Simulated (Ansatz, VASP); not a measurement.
## Two plane-wave programs on SiAu3

```
CELL_PARAMETERS angstrom
0.00000 3.26368 3.26368
3.26368 0.00000 3.26368
3.26368 3.26368 0.00000
ATOMIC_POSITIONS crystal
Au 0.50000 0.50000 0.50000
Au 0.75000 0.75000 0.75000
Au 0.25000 0.25000 0.25000
Si 0.00000 0.00000 0.00000
```

Change from the starting cell: volume scaled by 0.98.

Alike in both runs: task single point; functional PBE; k mesh 7 × 7 × 7; occupations fermi-dirac, width 0.05 eV; no spin polarisation.

|  | VASP | Ansatz |
| --- | --- | --- |
| version | VASP 6.6.1 | Ansatz 0.2.0 |
| potentials or method | VASP PAW PBE potentials, release 64 (Au, Si) | Ansatz PAW |
| plane-wave cutoff (eV) | 520 | 420 |
| valence electrons in the cell | 37 | 61 |

Ansatz gave:

* gap on the k mesh at the Fermi level (eV): none
* pressure (GPa): 1.5

Question: Which values does VASP return?

Answer: gap on the k mesh at the Fermi level (eV): none; pressure (GPa): 1.3.

A gap of «none» marks a metal or a gap that the smearing closes. The two sets of potentials don't hold the same shells in valence.

The runs have no spin-orbit coupling, so splittings on Au are missing.
